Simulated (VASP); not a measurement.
An input for Quantum ESPRESSO's pw.x (written as the equivalent of a VASP run, and not itself run):

```
&CONTROL
  calculation = 'vc-relax'
  pseudo_dir = './pseudo'
  outdir = './out'
  tprnfor = .true.
  tstress = .true.
  nstep = 60
  forc_conv_thr = 0.00039
/
&SYSTEM
  ibrav = 0
  nat = 2
  ntyp = 2
  ecutwfc = 84
  occupations = 'smearing'
  smearing = 'gaussian'
  degauss = 0.003675
  input_dft = 'pbe'
  vdw_corr = 'grimme-d3'
  dftd3_version = 3
  dftd3_threebody = .false.
/
&ELECTRONS
  conv_thr = 7.3e-08
  electron_maxstep = 100
/
&IONS
/
&CELL
/
ATOMIC_SPECIES
  Ba 137.327 Ba.upf
  O 15.999 O.upf
CELL_PARAMETERS angstrom
     0.0000000    2.7700000    2.7700000
     2.7700000    0.0000000    2.7700000
     2.7700000    2.7700000    0.0000000
ATOMIC_POSITIONS crystal
  Ba   0.0000000  0.0000000  0.0000000
  O    0.5000000  0.5000000  0.5000000
K_POINTS automatic
  8 8 8 0 0 0
```

Q: Translate this input to VASP (INCAR, KPOINTS, POSCAR, choice of POTCAR).

A: Several could match; the one computed here: 
KPOINTS:
```
Automatic mesh
0
Gamma
8 8 8
0 0 0
```

INCAR:
```
ALGO = Normal
EDIFF = 1E-6
EDIFFG = -0.01
ENCUT = 520
GGA = PE
IBRION = 2
ISIF = 3
ISMEAR = 0
IVDW = 11
LASPH = .TRUE.
LCHARG = .FALSE.
LMAXMIX = 4
LREAL = .FALSE.
LWAVE = .FALSE.
NELM = 100
NSW = 60
PREC = Accurate
SIGMA = 0.05
SYSTEM = BaO
```

POSCAR:
```
BaO
1
    0.0000000000     2.7700000000     2.7700000000
    2.7700000000     0.0000000000     2.7700000000
    2.7700000000     2.7700000000     0.0000000000
Ba O
1 1
Direct
  0.0000000000   0.0000000000   0.0000000000
  0.5000000000   0.5000000000   0.5000000000
```

POTCAR, in this order: Ba_sv O (PBE.64 set). Program: vasp_std.

The two are equivalent in intent, not identical: the potentials are each code's own (VASP's PAW set, PseudoDojo norm-conserving files in pw.x), so ENCUT and ecutwfc are chosen apart and not converted; conv_thr bounds pw.x's estimated SCF error, while EDIFF bounds the energy change between steps; forc_conv_thr acts on force components and is met together with etot_conv_thr.

The compound is BaO in the rock salt structure. This run relaxes it. Symmetry was kept, so distortions that lower it aren't found.
